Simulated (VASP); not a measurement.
An input for Quantum ESPRESSO's pw.x (written as the equivalent of a VASP run, and not itself run):

```
&CONTROL
  calculation = 'vc-relax'
  pseudo_dir = './pseudo'
  outdir = './out'
  tprnfor = .true.
  tstress = .true.
  nstep = 60
  forc_conv_thr = 0.00039
/
&SYSTEM
  ibrav = 0
  nat = 1
  ntyp = 1
  ecutwfc = 74
  occupations = 'smearing'
  smearing = 'methfessel-paxton'
  degauss = 0.00735
  input_dft = 'pbe'
  vdw_corr = 'grimme-d3'
  dftd3_version = 3
  dftd3_threebody = .false.
/
&ELECTRONS
  conv_thr = 7.3e-08
  electron_maxstep = 100
/
&IONS
/
&CELL
/
ATOMIC_SPECIES
  K 39.098 K.upf
CELL_PARAMETERS angstrom
    -2.6400000    2.6400000    2.6400000
     2.6400000   -2.6400000    2.6400000
     2.6400000    2.6400000   -2.6400000
ATOMIC_POSITIONS crystal
  K    0.0000000  0.0000000  0.0000000
K_POINTS automatic
  9 9 9 0 0 0
```

Write the VASP files for the same calculation (PBE-D3 (zero damping)).

One answer among several that fit: 
File KPOINTS:
```
K-points
0
gamma
9 9 9
```

File POSCAR:
```
K
1
   -2.6400000000     2.6400000000     2.6400000000
    2.6400000000    -2.6400000000     2.6400000000
    2.6400000000     2.6400000000    -2.6400000000
K
1
Direct
  0.0000000000   0.0000000000   0.0000000000
```

INCAR:
```
LCHARG=F
NELM=100   ! most electronic steps
LREAL=F
PREC=Accurate
NSW=60
ISIF=3   ! ions, shape and volume
ALGO=Normal
EDIFFG=-0.01
IVDW=11   ! D3, zero damping
LASPH=T   ! aspherical one-centre terms
SYSTEM=K
SIGMA=0.1   ! width (eV)
GGA=PE   ! PBE
ISMEAR=1
IBRION=2   ! conjugate gradients
EDIFF=1E-6   ! SCF stop (eV)
LWAVE=F
ENCUT=520   ! plane-wave cut-off (eV)
```

POTCAR, in this order: K_sv (PBE.64 set). Program: vasp_std.

Limits of the translation: the potentials are each code's own (VASP's PAW set, PseudoDojo norm-conserving files in pw.x), so ENCUT and ecutwfc are chosen apart and not converted; conv_thr bounds pw.x's estimated SCF error, while EDIFF bounds the energy change between steps; forc_conv_thr acts on force components and is met together with etot_conv_thr.

The compound is K in the bcc structure. This run relaxes it. Symmetry was kept, so distortions that lower it aren't found.
